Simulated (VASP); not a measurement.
Data:

```
CELL_PARAMETERS angstrom
      3.99154     0.00000     0.00000
      0.00000     3.99154     0.00000
      0.00000     0.00000     3.99154
ATOMIC_POSITIONS crystal
  Sr 0.00000 0.00000 0.00000
  Ti 0.50000 0.50000 0.50000
  O  0.50000 0.00000 0.50000
  O  0.00000 0.50000 0.50000
  O  0.50000 0.50000 0.00000
```

Calculation: PBE GGA with D3 dispersion (Becke-Johnson damping), VASP's PBE PAW potentials (set 64) (plane waves; VASP). Run with 520 eV cut-off, 6×6×6 Γ-centred mesh, Gaussian smearing of 0.050 eV, potentials Sr_sv Ti_sv O.

### Question
What does the run give for the energy per atom (σ→0), pressure, band gap (on the k-mesh) with the smallest direct gap where there is one?

### Answer

```
Quantity                                     Result
-----------------------------------  --------------
band gap (on the k-mesh)                    1.73 eV
smallest direct gap (on the k-mesh)         2.12 eV
energy per atom (σ→0)                -8.260 eV/atom
pressure                                  -9.10 GPa
```

Only differences to runs with the same potentials and settings are physical.

The compound is SrTiO3 in the cubic perovskite structure, the ideal cubic form; the compound distorts at low or room temperature. This cell is one point of a volume scan, at 1.06 of the reference volume.
